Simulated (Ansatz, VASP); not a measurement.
# Cross-check of CoSn between VASP and Ansatz, part 2 of 2

One calculation is typed for both programs; each brings its own data sets. How far apart do they land? The structure shown comes from an earlier Ansatz run, which isn't shown and may have moved the atoms alone.

VASP 6.6.1 and Ansatz 0.2.0.

So far: Starting point; Ansatz: elastic constants, LDA.

## (3) VASP: elastic constants, LDA

Level of this step: LDA, no spin polarisation; plane waves and PAW (Co, Sn_d) (VASP).

The same cell, functional (in two slightly different forms), mesh and smearing now go to VASP, with its own data sets.

Lines of VASP's logs that name or quote its potential files are left out, and so is its time.

The input, INCAR:

```
SYSTEM = CoSn
PREC = Accurate
ENCUT = 600
EDIFF = 1E-08
NELM = 120
ISMEAR = 1
SIGMA = 0.25
LREAL = .FALSE.
ALGO = Normal
GGA = CA
NBANDS = 42
LASPH = .TRUE.
LORBIT = 11
LWAVE = .FALSE.
LCHARG = .FALSE.
ISIF = 3
IBRION = 6
NFREE = 2
POTIM = 0.015
NSW = 1
GGA_COMPAT = .FALSE.
KPAR = 2
```

The input, POSCAR:

```
CoSn
1.0
    5.1721577735      0.0000000000      0.0000000000
   -2.5860788868      4.4792200243      0.0000000000
    0.0000000000      0.0000000000      4.1262012221
Co Sn
3 3
Direct
    0.0000000000      0.5000000000      0.0000000000
    0.5000000000      0.5000000000      0.0000000000
    0.5000000000      0.0000000000      0.0000000000
    0.6666666667      0.3333333333      0.5000000000
    0.3333333333      0.6666666667      0.5000000000
    0.0000000000      0.0000000000      0.0000000000
```

The input, KPOINTS:

```
Automatic mesh
0
Gamma
6 6 6
0 0 0
```

PAW data sets: Co and Sn_d (LDA family, release 64).

Launch:

```
$ mpirun -np 2 vasp_std
```

Numbers of over 12 decimals in the logs are rounded to 6 here.

Log:

```text
[banner, memory and clock lines left out]
running    2 mpi-ranks, on    1 nodes
 distrk:  each k-point on    1 cores,    2 groups
 distr:  one band on    1 cores,    1 groups

 POSCAR found type information on POSCAR CoSn
 POSCAR found :  2 types and       6 ions
 LDA part: xc-table for (Slater(with rela. corr.)+CA(PZ))
 , standard interpolation
 POSCAR, INCAR and KPOINTS ok, starting setup
 FFT: planning ... GRIDC
 FFT: planning ... GRID_SOFT
 FFT: planning ... GRID
 WAVECAR not read
 entering main loop
       N       E                     dE             d eps       ncg     rms          rms(c)
DAV:   1     0.725436978220E+03    0.72544E+03   -0.34736E+04  2370   0.291E+03
DAV:   2     0.715967071883E+02   -0.65384E+03   -0.63716E+03  2352   0.669E+02
DAV:   3    -0.360481506846E+02   -0.10764E+03   -0.10505E+03  2362   0.248E+02
DAV:   4    -0.416954785071E+02   -0.56473E+01   -0.55955E+01  2784   0.626E+01
DAV:   5    -0.418764539561E+02   -0.18098E+00   -0.18084E+00  3198   0.103E+01    0.154E+01
DAV:   6    -0.424209735491E+02   -0.54452E+00   -0.27079E+01  2814   0.517E+01    0.135E+01
DAV:   7    -0.393615875961E+02    0.30594E+01   -0.14706E+01  2714   0.400E+01    0.557E+00
DAV:   8    -0.391029160714E+02    0.25867E+00   -0.15470E+00  2578   0.922E+00    0.136E+00
DAV:   9    -0.390813019939E+02    0.21614E-01   -0.16688E-01  2944   0.455E+00    0.431E-01
DAV:  10    -0.390803531521E+02    0.94884E-03   -0.14780E-02  2698   0.107E+00    0.289E-01
DAV:  11    -0.390786812102E+02    0.16719E-02   -0.15510E-03  3306   0.400E-01    0.998E-02
DAV:  12    -0.390786187689E+02    0.62441E-04   -0.29652E-04  3222   0.145E-01    0.294E-02
DAV:  13    -0.390786193244E+02   -0.55545E-06   -0.46341E-05  2684   0.856E-02    0.638E-03
DAV:  14    -0.390786193497E+02   -0.25321E-07   -0.29165E-06  3260   0.168E-02    0.460E-03
DAV:  15    -0.390786193036E+02    0.46090E-07   -0.42089E-07  2994   0.648E-03    0.121E-03
DAV:  16    -0.390786192950E+02    0.86457E-08   -0.98087E-08  2932   0.411E-03
   1 F= -.39078619E+02 E0= -.39085467E+02  d E =0.205434E-01
[... from here on, the cycles between the ionic steps are left out ...]
   2 F= -.39062634E+02 E0= -.39070234E+02  d E =0.228016E-01
   3 F= -.39057096E+02 E0= -.39063093E+02  d E =0.179893E-01
  18 F= -.39077624E+02 E0= -.39084484E+02  d E =0.205799E-01
  19 F= -.39077624E+02 E0= -.39084484E+02  d E =0.205801E-01
  20 F= -.39076848E+02 E0= -.39083695E+02  d E =0.205414E-01
  21 F= -.39076848E+02 E0= -.39083695E+02  d E =0.205415E-01
  22 F= -.39077536E+02 E0= -.39084377E+02  d E =0.205239E-01
  23 F= -.39077536E+02 E0= -.39084377E+02  d E =0.205242E-01
  24 F= -.39078152E+02 E0= -.39085001E+02  d E =0.205471E-01
 Finite differences progress:
  Degree of freedom:  12/ 12
  Displacement:        1/  2
  Total:              23/ 24
 bond charge predicted
       N       E                     dE             d eps       ncg     rms          rms(c)
DAV:   1    -0.390645206354E+02    0.13632E-01   -0.44311E+00  2754   0.764E+00    0.377E-01
DAV:   2    -0.390779806355E+02   -0.13460E-01   -0.13513E-01  2928   0.219E+00    0.114E-01
DAV:   3    -0.390781446925E+02   -0.16406E-03   -0.21781E-03  3172   0.435E-01    0.105E-01
DAV:   4    -0.390781631870E+02   -0.18494E-04   -0.23362E-04  2990   0.143E-01    0.912E-02
DAV:   5    -0.390781544587E+02    0.87283E-05   -0.32055E-05  3022   0.746E-02    0.597E-02
DAV:   6    -0.390781521327E+02    0.23259E-05   -0.11353E-05  2682   0.664E-02    0.402E-03
DAV:   7    -0.390781522239E+02   -0.91116E-07   -0.32754E-06  3130   0.287E-02    0.413E-03
DAV:   8    -0.390781522401E+02   -0.16238E-07   -0.13226E-06  2644   0.882E-03    0.103E-03
DAV:   9    -0.390781522384E+02    0.17180E-08   -0.70465E-08  2582   0.355E-03
  25 F= -.39078152E+02 E0= -.39085001E+02  d E =0.205468E-01
 Finite differences progress:
  Degree of freedom:  12/ 12
  Displacement:        2/  2
  Total:              24/ 24
```

From OUTCAR (step 3):

```text
ion  position               nearest neighbor table
   1  0.000  0.500  0.000-   4 2.55   5 2.55   4 2.55   5 2.55   2 2.59   2 2.59   3 2.59   3 2.59
                             6 2.59   6 2.59
   2  0.500  0.500  0.000-   4 2.55   5 2.55   4 2.55   5 2.55   1 2.59   1 2.59   6 2.59   6 2.59
                             3 2.59   3 2.59
   3  0.500  0.000  0.000-   4 2.55   5 2.55   4 2.55   5 2.55   6 2.59   6 2.59   1 2.59   1 2.59
                             2 2.59   2 2.59
   4  0.667  0.333  0.500-   1 2.55   1 2.55   3 2.55   3 2.55   2 2.55   2 2.55   5 2.99   5 2.99
                             5 2.99   6 3.63   6 3.63   6 3.63   6 3.63   6 3.63   6 3.63
   5  0.333  0.667  0.500-   1 2.55   1 2.55   3 2.55   3 2.55   2 2.55   2 2.55   4 2.99   4 2.99
                             4 2.99   6 3.63   6 3.63   6 3.63   6 3.63   6 3.63   6 3.63
   6  0.000  0.000  0.000-   3 2.59   3 2.59   2 2.59   2 2.59   1 2.59   1 2.59   5 3.63   4 3.63
                             5 3.63   4 3.63   4 3.63   5 3.63   5 3.63   4 3.63   5 3.63   5 3.63

  LATTYP: Found a hexagonal cell.
 ALAT       =     5.1721577735
 C/A-ratio  =     0.7977717237

 Subroutine GETGRP returns: Found 24 space group operations
 (whereof 24 operations were pure point group operations)

The static configuration has the point symmetry D_6h.

 Found     28 irreducible k-points:

   k-points           NKPTS =     28   k-points in BZ     NKDIM =     28   number of bands    NBANDS=     42

   dimension x,y,z NGX =    42 NGY =   42 NGZ =   36
   dimension x,y,z NGXF=    84 NGYF=   84 NGZF=   72

   ENCUT  =  600.0 eV  44.10 Ry    6.64 a.u.  10.33 10.33  8.24*2*pi/ulx,y,z

   NELECT =      69.0000    total number of electrons

 k-points in reciprocal lattice and weights: Automatic mesh
   0.00000000  0.00000000  0.00000000       0.005
   0.16666667  0.00000000  0.00000000       0.028
   0.33333333 -0.00000000  0.00000000       0.028
   0.50000000  0.00000000  0.00000000       0.014
   0.16666667  0.16666667  0.00000000       0.028
   0.33333333  0.16666667  0.00000000       0.056
   0.33333333  0.33333333  0.00000000       0.009
   0.00000000  0.00000000  0.16666667       0.009
   0.16666667  0.00000000  0.16666667       0.056
[...]
0.33333333  0.16666667  0.50000000       0.056
   0.33333333  0.33333333  0.50000000       0.009

 average (electrostatic) potential at core
       1 -77.2035       2 -77.2035       3 -77.2035       4 -95.9769       5 -95.9769
       6 -96.0642

 E-fermi :  10.4813

 k-point     1 :       0.0000    0.0000    0.0000
  band No.  band energies     occupation
    ...
     30      10.0120      2.02330
     31      10.0333      2.02950
     32      10.0333      2.02950
     33      10.0624      2.03925
     34      10.0624      2.03925
     35      11.0243     -0.00882
     36      11.2186     -0.00025
     37      11.9719     -0.00000
     38      11.9719     -0.00000
     39      13.6186     -0.00000
    ...

 k-point     2 :       0.1667    0.0000    0.0000
  band No.  band energies     occupation
    ...
     30       9.9306      2.00787
     31      10.0226      2.02628
     32      10.0533      2.03605
     33      10.1250      2.06164
     34      10.2661      2.00794
     35      11.0416     -0.00680
     36      11.5818     -0.00000
     37      12.1160     -0.00000
     38      12.3795     -0.00000
     39      13.8211     -0.00000
    ...

 k-point     3 :       0.3333   -0.0000    0.0000
  band No.  band energies     occupation
    ...
     29       9.0604      2.00000
     30       9.7000      2.00009
     31       9.9043      2.00523
     32      10.0500      2.03492
     33      10.1259      2.06194
     34      10.8900     -0.04293
     35      11.1890     -0.00047
     36      11.9928     -0.00000
     37      12.8474     -0.00000
     38      13.3679     -0.00000
    ...

 Eigenvectors and eigenvalues of the dynamical matrix
 ----------------------------------------------------

   1 f  =    8.453045 THz    53.112047 2PiTHz  281.963226 cm-1    34.958969 meV
             X         Y         Z           dx          dy          dz
     -1.293039  2.239610  0.000000    -0.500000   -0.288675    0.000000
      1.293039  2.239610  0.000000     0.500000   -0.288675    0.000000
      2.586079  0.000000  0.000000    -0.000000    0.577350    0.000000
      2.586079  1.493073  2.063101    -0.000000   -0.000000   -0.000000
     -0.000000  2.986147  2.063101    -0.000000   -0.000000   -0.000000
      0.000000  0.000000  0.000000     0.000000    0.000000    0.000000

   2 f  =    8.439750 THz    53.028512 2PiTHz  281.519752 cm-1    34.903985 meV
             X         Y         Z           dx          dy          dz
     -1.293039  2.239610  0.000000     0.000000    0.000000    0.436558
      1.293039  2.239610  0.000000    -0.000000    0.000000    0.436558
      2.586079  0.000000  0.000000    -0.000000   -0.000000    0.436558
      2.586079  1.493073  2.063101    -0.000000   -0.000000   -0.462733
     -0.000000  2.986147  2.063101    -0.000000    0.000000   -0.462733
      0.000000  0.000000  0.000000     0.000000    0.000000    0.002805

   3 f  =    7.567594 THz    47.548595 2PiTHz  252.427764 cm-1    31.297040 meV
             X         Y         Z           dx          dy          dz
     -1.293039  2.239610  0.000000    -0.365248    0.438708   -0.000000
      1.293039  2.239610  0.000000     0.497503    0.155135    0.000000
      2.586079  0.000000  0.000000    -0.179454   -0.450243   -0.000000
      2.586079  1.493073  2.063101    -0.040501    0.123221    0.000000
     -0.000000  2.986147  2.063101    -0.040501    0.123221   -0.000000
      0.000000  0.000000  0.000000     0.114295   -0.347735   -0.000000

   4 f  =    7.567594 THz    47.548595 2PiTHz  252.427764 cm-1    31.297040 meV
             X         Y         Z           dx          dy          dz
     -1.293039  2.239610  0.000000     0.342974    0.333782   -0.000000
      1.293039  2.239610  0.000000     0.059402   -0.528969   -0.000000
      2.586079  0.000000  0.000000    -0.545977    0.147988   -0.000000
      2.586079  1.493073  2.063101    -0.123221   -0.040501    0.000000
     -0.000000  2.986147  2.063101    -0.123221   -0.040501   -0.000000
      0.000000  0.000000  0.000000     0.347735    0.114295   -0.000000

   5 f  =    5.789407 THz    36.375915 2PiTHz  193.113818 cm-1    23.943051 meV
             X         Y         Z           dx          dy          dz
     -1.293039  2.239610  0.000000    -0.063275    0.342403   -0.000000
      1.293039  2.239610  0.000000    -0.255651    0.405642   -0.000000
      2.586079  0.000000  0.000000    -0.104696    0.540625    0.000000
      2.586079  1.493073  2.063101     0.073888   -0.224771    0.000000
     -0.000000  2.986147  2.063101     0.073888   -0.224771   -0.000000
      0.000000  0.000000  0.000000     0.150953   -0.459203   -0.000000

   6 f  =    5.789407 THz    36.375915 2PiTHz  193.113818 cm-1    23.943051 meV
             X         Y         Z           dx          dy          dz
     -1.293039  2.239610  0.000000    -0.516710   -0.219140   -0.000000
      1.293039  2.239610  0.000000    -0.453471   -0.026764   -0.000000
      2.586079  0.000000  0.000000    -0.318489   -0.177719    0.000000
      2.586079  1.493073  2.063101     0.224771    0.073888   -0.000000
     -0.000000  2.986147  2.063101     0.224771    0.073888    0.000000
      0.000000  0.000000  0.000000     0.459203    0.150953   -0.000000

   7 f  =    5.741979 THz    36.077921 2PiTHz  191.531818 cm-1    23.746908 meV
             X         Y         Z           dx          dy          dz
     -1.293039  2.239610  0.000000    -0.000000   -0.000000    0.000000
      1.293039  2.239610  0.000000     0.000000   -0.000000    0.000000
      2.586079  0.000000  0.000000    -0.000000   -0.000000   -0.000000
      2.586079  1.493073  2.063101     0.000000    0.000000    0.707107
     -0.000000  2.986147  2.063101     0.000000    0.000000   -0.707107
      0.000000  0.000000  0.000000     0.000000    0.000000    0.000000

   8 f  =    5.327499 THz    33.473666 2PiTHz  177.706252 cm-1    22.032757 meV
             X         Y         Z           dx          dy          dz
     -1.293039  2.239610  0.000000    -0.000000    0.000000    0.707107
      1.293039  2.239610  0.000000     0.000000    0.000000   -0.707107
      2.586079  0.000000  0.000000     0.000000   -0.000000    0.000000
      2.586079  1.493073  2.063101    -0.000000   -0.000000   -0.000000
     -0.000000  2.986147  2.063101     0.000000   -0.000000    0.000000
      0.000000  0.000000  0.000000     0.000000    0.000000    0.000000

   9 f  =    5.327499 THz    33.473666 2PiTHz  177.706252 cm-1    22.032757 meV
             X         Y         Z           dx          dy          dz
     -1.293039  2.239610  0.000000    -0.000000   -0.000000    0.408248
      1.293039  2.239610  0.000000    -0.000000    0.000000    0.408248
      2.586079  0.000000  0.000000    -0.000000    0.000000   -0.816497
      2.586079  1.493073  2.063101    -0.000000   -0.000000   -0.000000
     -0.000000  2.986147  2.063101     0.000000    0.000000    0.000000
      0.000000  0.000000  0.000000    -0.000000    0.000000   -0.000000

  10 f  =    5.137814 THz    32.281836 2PiTHz  171.379019 cm-1    21.248281 meV
             X         Y         Z           dx          dy          dz
     -1.293039  2.239610  0.000000     0.000000   -0.000000    0.000000
      1.293039  2.239610  0.000000     0.000000   -0.000000   -0.000000
      2.586079  0.000000  0.000000     0.000000   -0.000000   -0.000000
      2.586079  1.493073  2.063101     0.220798   -0.671750   -0.000000
     -0.000000  2.986147  2.063101    -0.220798    0.671750    0.000000
      0.000000  0.000000  0.000000    -0.000000    0.000000   -0.000000

  11 f  =    5.137814 THz    32.281836 2PiTHz  171.379019 cm-1    21.248281 meV
             X         Y         Z           dx          dy          dz
     -1.293039  2.239610  0.000000     0.000000    0.000000   -0.000000
      1.293039  2.239610  0.000000    -0.000000    0.000000   -0.000000
      2.586079  0.000000  0.000000    -0.000000    0.000000    0.000000
      2.586079  1.493073  2.063101    -0.671750   -0.220798    0.000000
     -0.000000  2.986147  2.063101     0.671750    0.220798   -0.000000
      0.000000  0.000000  0.000000    -0.000000   -0.000000   -0.000000

  12 f  =    3.317740 THz    20.845973 2PiTHz  110.667882 cm-1    13.721062 meV
             X         Y         Z           dx          dy          dz
     -1.293039  2.239610  0.000000    -0.000000    0.000000   -0.179437
      1.293039  2.239610  0.000000     0.000000    0.000000   -0.179437
      2.586079  0.000000  0.000000    -0.000000   -0.000000   -0.179437
      2.586079  1.493073  2.063101     0.000000   -0.000000   -0.251259
     -0.000000  2.986147  2.063101     0.000000   -0.000000   -0.251259
      0.000000  0.000000  0.000000    -0.000000    0.000000    0.881558

  13 f  =    3.241564 THz    20.367348 2PiTHz  108.126940 cm-1    13.406026 meV
             X         Y         Z           dx          dy          dz
     -1.293039  2.239610  0.000000     0.180007   -0.276343    0.000000
      1.293039  2.239610  0.000000    -0.168055   -0.161920   -0.000000
      2.586079  0.000000  0.000000     0.105069    0.082298   -0.000000
      2.586079  1.493073  2.063101    -0.141300    0.429819   -0.000000
     -0.000000  2.986147  2.063101    -0.141300    0.429819    0.000000
      0.000000  0.000000  0.000000     0.199857   -0.607945    0.000000
    [... 43 further lines ...]
     -0.000000  2.986147  2.063101    -0.157864    0.444481    0.000000
      0.000000  0.000000  0.000000    -0.157985    0.444820    0.000000

 ELASTIC MODULI CONTR FROM IONIC RELAXATION (kBar)
 Direction    XX          YY          ZZ          XY          YZ          ZX
 --------------------------------------------------------------------------------
 XX        -120.0821    120.0821      0.0000      0.0000      0.0000      0.0000
 YY         120.0821   -120.0821     -0.0000      0.0000      0.0000      0.0000
 ZZ           0.0000     -0.0000     -0.0000     -0.0000      0.0000      0.0000
 XY           0.0000      0.0000     -0.0000   -120.0821      0.0000      0.0000
 YZ           0.0000      0.0000      0.0000      0.0000      0.0000      0.0000
 ZX           0.0000      0.0000      0.0000      0.0000      0.0000      0.0000
 --------------------------------------------------------------------------------

 TOTAL ELASTIC MODULI (kBar)
 Direction    XX          YY          ZZ          XY          YZ          ZX
 --------------------------------------------------------------------------------
 XX        2667.4518   1214.2199    868.0401     -0.0000      0.0000     -0.0000
 YY        1214.2199   2667.4518    868.0401     -0.0000     -0.0000     -0.0000
 ZZ         868.0401    868.0401   3031.0625     -0.0000      0.0000     -0.0000
 XY          -0.0000     -0.0000     -0.0000    726.6159     -0.0000     -0.0000
 YZ          -0.0000     -0.0000      0.0000      0.0000    817.1364     -0.0000
 ZX          -0.0000     -0.0000     -0.0000     -0.0000     -0.0000    817.1363
 --------------------------------------------------------------------------------

 total charge
# of ion       s       p       d       tot
------------------------------------------
    1        0.422   0.507   7.534   8.463
    2        0.422   0.507   7.534   8.463
    3        0.422   0.507   7.534   8.463
    4        1.144   1.327  10.090  12.561
    5        1.144   1.327  10.090  12.561
    6        1.171   1.170  10.055  12.397
--------------------------------------------------
tot          4.724   5.347  52.838  62.909

[... 1 further part left out ...]
```

CONTCAR:

```
CoSn
   1.00000000000000
     5.1721577735000004    0.0000000000000000    0.0000000000000000
    -2.5860788868000002    4.4792200243000000    0.0000000000000000
     0.0000000000000000    0.0000000000000000    4.1262012220999997
  Co              Sn
     3     3
Direct
     0.0000000000000000    0.5000000000000000    0.0000000000000000
     0.5000000000000000    0.5000000000000000    0.0000000000000000
     0.5000000000000000    0.0000000000000000    0.0000000000000000
     0.6666666667000030    0.3333333332999970    0.5000000000000000
     0.3333333332999970    0.6666666667000030    0.5000000000000000
     0.0000000000000000    0.0000000000000000   -0.0036353050160665
```

This run has no spin polarisation, so a moment on Co, if there is one, isn't seen. Its electron count is odd, so without a moment it is a metal by construction.

Levels, forces or a CONTCAR printed for this step are those of its last displaced cell, not of the structure at rest.

## (4) Comparison

Known differences besides the potentials themselves: the two LDA forms differ slightly; the data sets hold 93 valence electrons in Ansatz (on its default PAW (the set named soft_2) files) and 69 in VASP; the cutoff is 420 eV in Ansatz and 600 eV in VASP; VASP's log shows a relativistic correction to its local exchange, Ansatz's none; VASP takes each elastic constant from one size of strain, Ansatz from those that its log lists. Total energies have different zeros and are not compared.

Compared:

| quantity | Ansatz | VASP | difference |
| --- | --- | --- | --- |
| C11 (GPa) | 266.1 | 266.8 | -0.23 % |
| C22 (GPa) | 266.1 | 266.8 | -0.23 % |
| C33 (GPa) | 301.6 | 303.1 | -0.51 % |
| C12 (GPa) | 120.8 | 121.4 | -0.49 % |
| C13 (GPa) | 86.0 | 86.8 | -0.96 % |
| C23 (GPa) | 86.0 | 86.8 | -0.96 % |
| C44 (GPa) | 81.5 | 81.7 | -0.22 % |
| C55 (GPa) | 81.5 | 81.7 | -0.22 % |
| C66 (GPa) | 72.7 | 72.7 | +0.00 % |

## (5) Results

| Item | Value |
| --- | --- |
| difference in C13 (elastic constants, LDA) | -0.96 % |

In words: The difference in C13 is -0.96 % (elastic constants, LDA), within the 5 % picked in this series as the mark of a large difference. The data sets hold unlike numbers of valence electrons (93 in Ansatz and 69 in VASP), so part of the differences comes from the potentials. How closely two codes agree says nothing of how well the functional describes the real material.

[Lines on the potential files, build, host, timing and source positions are cut from VASP's logs without a mark.]

[Logs are printed without paths, hosts, clocks, repeated set-up lines and the standing remarks that a program may print on its own settings, such as how far it seeks lower states.]

[Hosts, paths, dates, database ids (printed as entryN), source tags and the programs' standing remarks are cut or masked in the printed files.]
